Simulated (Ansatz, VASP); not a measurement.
# ScAgPd (ScAgPd in the AlB2 type) in two plane-wave programs, part 2 of 2

Aim: how closely do two programs agree when they are given the same cell, functional and k mesh? The cell is generated by rule, not measured, and may not be a known phase. The cell is taken from a series of runs on this material, whose earlier steps may have relaxed, scaled, displaced or heated it; both programs get it as it stands.

VASP 6.6.1 and Ansatz 0.2.0.

So far: Starting point; Ansatz: relaxation of cell and atoms, LDA; VASP: relaxation of cell and atoms, LDA.

## 3. VASP: relaxation of cell and atoms, LDA (continued)

Level of this step: LDA; plane waves and PAW (Sc_sv, Ag, Pd); invented cell (VASP).

Numbers of over 12 decimals in the logs are rounded to 6 here.

From OUTCAR (step 3):

```text
ion  position               nearest neighbor table
   1  0.000  0.000  0.000-   2 2.97   3 2.97   3 2.97   2 2.97   3 2.97   2 2.97   2 2.97   3 2.97
                             2 2.97   3 2.97   3 2.97   2 2.97
   2  0.333  0.667  0.500-   3 2.61   3 2.61   3 2.61   1 2.97   1 2.97   1 2.97   1 2.97   1 2.97
                             1 2.97
   3  0.667  0.333  0.500-   2 2.61   2 2.61   2 2.61   1 2.97   1 2.97   1 2.97   1 2.97   1 2.97
                             1 2.97

  LATTYP: Found a hexagonal cell.
 ALAT       =     4.5141380000
 C/A-ratio  =     0.6329139694

 Subroutine GETGRP returns: Found 12 space group operations
 (whereof 12 operations were pure point group operations)

The static configuration has the point symmetry D_3h.

 Found     72 irreducible k-points:

   k-points           NKPTS =     72   k-points in BZ     NKDIM =     72   number of bands    NBANDS=     22

   dimension x,y,z NGX =    36 NGY =   36 NGZ =   24
   dimension x,y,z NGXF=    72 NGYF=   72 NGZF=   48

   ENCUT  =  500.0 eV  36.75 Ry    6.06 a.u.   8.23  8.23  5.21*2*pi/ulx,y,z

   NELECT =      32.0000    total number of electrons

 k-points in reciprocal lattice and weights: Automatic mesh
   0.00000000  0.00000000  0.00000000       0.001
   0.11111111 -0.00000000  0.00000000       0.007
   0.22222222 -0.00000000  0.00000000       0.007
   0.33333333 -0.00000000  0.00000000       0.007
   0.44444444 -0.00000000  0.00000000       0.007
   0.11111111  0.11111111  0.00000000       0.007
   0.22222222  0.11111111  0.00000000       0.015
   0.33333333  0.11111111  0.00000000       0.015
   0.44444444  0.11111111  0.00000000       0.007
[...]
0.33333333  0.22222222  0.50000000       0.015
   0.33333333  0.33333333  0.50000000       0.002

 average (electrostatic) potential at core
       1 -43.1156       2 -71.9161       3 -72.9263

 E-fermi :   7.8803

 k-point     1 :       0.0000    0.0000    0.0000
  band No.  band energies     occupation
    ...
     14       6.0609      2.00000
     15       6.0609      2.00000
     16       7.7129      1.99792
     17       7.8254      1.44570
     18       7.8254      1.44570
     19      11.1737     -0.00000
     20      11.1737     -0.00000
     21      14.0375      0.00000
     22      14.3861      0.00000

 k-point     2 :       0.1111   -0.0000    0.0000
  band No.  band energies     occupation
    ...
     14       6.0649      2.00000
     15       6.0734      2.00000
     16       7.6645      2.06304
     17       7.7739      1.77457
     18       7.8385      1.34586
     19      11.1198     -0.00000
     20      11.1805     -0.00000
     21      13.1309      0.00000
     22      13.4273      0.00000

 k-point     3 :       0.2222   -0.0000    0.0000
  band No.  band energies     occupation
    ...
     14       6.0619      2.00000
     15       6.1044      2.00000
     16       7.2813      2.00019
     17       7.8502      1.25175
     18       7.9114      0.74052
     19      11.0113     -0.00000
     20      11.1978     -0.00000
     21      11.6816     -0.00000
     22      12.1543      0.00000

  Total       -0.0025580     -0.0025580      0.0143322     -0.0000000     -0.0000000      0.0000000
  in kB       -0.0810817     -0.0810817      0.4542944     -0.0000000     -0.0000000      0.0000000
  external PRESSURE =       0.0973770 kB  Pullay stress =       0.0000000 kB

  energy-cutoff  :      500.00
  volume of cell :       50.55
      direct lattice vectors                 reciprocal lattice vectors
     4.516964363 -0.000003002 -0.000000000     0.221387707  0.127818023 -0.000000000
    -2.258479180  3.911807704  0.000000000     0.000000170  0.255636386 -0.000000000
    -0.000000000  0.000000000  2.860627518    -0.000000000 -0.000000000  0.349573649

 POSITION                                       TOTAL-FORCE (eV/Angst)
 -----------------------------------------------------------------------------------
     -2.25848      3.91181      0.00000         0.000000     -0.000000      0.000000
      0.00000      2.60787      1.43031         0.000000      0.000000      0.000000
      2.25848      1.30393      1.43031        -0.000000     -0.000000      0.000000
 -----------------------------------------------------------------------------------
    total drift:                               -0.000001      0.000000     -0.000298

  FREE ENERGIE OF THE ION-ELECTRON SYSTEM (eV)
  ---------------------------------------------------
  free  energy   TOTEN  =       -18.3153092773 eV

  energy  without entropy=      -18.3167140082  energy(sigma->0) =      -18.31577752

 reached required accuracy - stopping structural energy minimisation

 total charge
# of ion       s       p       d       tot
------------------------------------------
    1        2.247   6.141   1.062   9.451
    2        0.561   0.395   9.101  10.057
    3        0.570   0.449   8.530   9.549
--------------------------------------------------
tot          3.378   6.986  18.693  29.057

[... 3 further parts left out ...]
```

CONTCAR:

```
ScAgPd
   1.00000000000000
     4.5169643633088290   -0.0000030015879448   -0.0000000000000000
    -2.2584791795245831    3.9118077038126930    0.0000000000000000
    -0.0000000000000000    0.0000000000000000    2.8606275177757086
  Sc              Ag              Pd
     1     1     1
Direct
     0.0000000000000000    1.0000000000000000    0.0000000000000000
     0.3333333332999970    0.6666666667000030    0.5000001749999967
     0.6666666667000030    0.3333333332999970    0.5000001749999967
```

## 4. Differences

Known differences besides the potentials themselves: the two LDA forms differ slightly; the data sets hold 48 valence electrons in Ansatz (on its PAW soft_1 files) and 32 in VASP; the cutoff is 420 eV in Ansatz and 500 eV in VASP; VASP's log shows a relativistic correction to its local exchange, Ansatz's none; Ansatz adds a Pulay correction to the stress that steers its cell, VASP none. Total energies have different zeros and are not compared.

Compared:

```
                                         quantity  Ansatz   VASP  difference
                                      volume (Å³)   50.43  50.55     -0.24 %
edge a after relaxation, in the typed setting (Å)   4.513  4.517     -0.08 %
edge c after relaxation, in the typed setting (Å)   2.858  2.861     -0.08 %
```

## 5. Results

| Property | Result |
| --- | --- |
| difference in volume (relaxation of cell and atoms, LDA) | -0.24 % |

In words: The difference in volume is -0.24 % (relaxation of cell and atoms, LDA), within the 1.2 % picked in this series as the mark of a large difference, as far as the stopping tolerances let one tell. The data sets hold unlike numbers of valence electrons (48 in Ansatz and 32 in VASP), so part of the differences comes from the potentials. How closely two codes agree says nothing of how well the functional describes the real material.

[Lines on the potential files, build, host, timing and source positions are cut from VASP's logs without a mark.]

[Logs are printed without paths, hosts, clocks, repeated set-up lines and the standing remarks that a program may print on its own settings, such as how far it seeks lower states.]

[Hosts, paths, dates, database ids (printed as entryN), source tags and the programs' standing remarks are cut or masked in the printed files.]
